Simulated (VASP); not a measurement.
An input for Ansatz (written as the equivalent of a VASP run, and not itself run):

Ansatz 0.2 input:
```yaml
crystal:
  lattice:
    - [0.0000000, 3.4879192, 3.4879192]
    - [3.4879192, 0.0000000, 3.4879192]
    - [3.4879192, 3.4879192, 0.0000000]
  atoms:
    - { symbol: Ba, position: [0.0000000, 0.0000000, 0.0000000] }
    - { symbol: S, position: [0.2500000, 0.2500000, 0.2500000] }
kpoints:
  mp_grid: { grid: [7, 7, 7] }
hamiltonian:
  xc: pbesol
  pseudopotentials: { kind: paw }
scf:
  occupations: { method: gaussian, width: 0.05 }
  max_iter: 100
relax:
  max_steps: 40
  f_tol: 0.02
  cell: { p_target: 5 }
output: { forces: true, stress: true, eigenvalues: true }
```

**Question.** Write the VASP files for the same calculation (PBEsol).

**Answer.** Several could match; the one computed here: 
### POSCAR
```
BaS
1
    0.0000000000     3.4879191618     3.4879191618
    3.4879191618     0.0000000000     3.4879191618
    3.4879191618     3.4879191618     0.0000000000
Ba S
1 1
Direct
  0.0000000000   0.0000000000   0.0000000000
  0.2500000000   0.2500000000   0.2500000000
```

**KPOINTS**
```
Automatic mesh
0
Gamma
7 7 7
0 0 0
```

**INCAR**
```
ALGO  =  Normal
EDIFF  =  1E-6
EDIFFG  =  -0.02
ENCUT  =  500
GGA  =  PS
IBRION  =  2
ISIF  =  3
ISMEAR  =  0
LASPH  =  .True.
LCHARG  =  .False.
LMAXMIX  =  4
LREAL  =  .False.
LWAVE  =  .False.
NELM  =  100
NSW  =  40
PREC  =  Accurate
PSTRESS  =  50
SIGMA  =  0.05
SYSTEM  =  BaS
```

POTCAR, in this order: Ba_sv S (PBE.64 set). Program: vasp_std.

What does not carry over: each code has its own PAW files, so the cut-off isn't converted (ENCUT is set for VASP's; basis.ecutwfc is left out, and Ansatz then takes the one that its files recommend); Ansatz stops its SCF on the density residual and VASP on the energy change (EDIFF).

The structure was generated: BaS was put into the zinc blende type (F-43m), which need not be its known phase. This run relaxes it under an external pressure of 5 GPa. Symmetry was kept, so distortions that lower it aren't found.
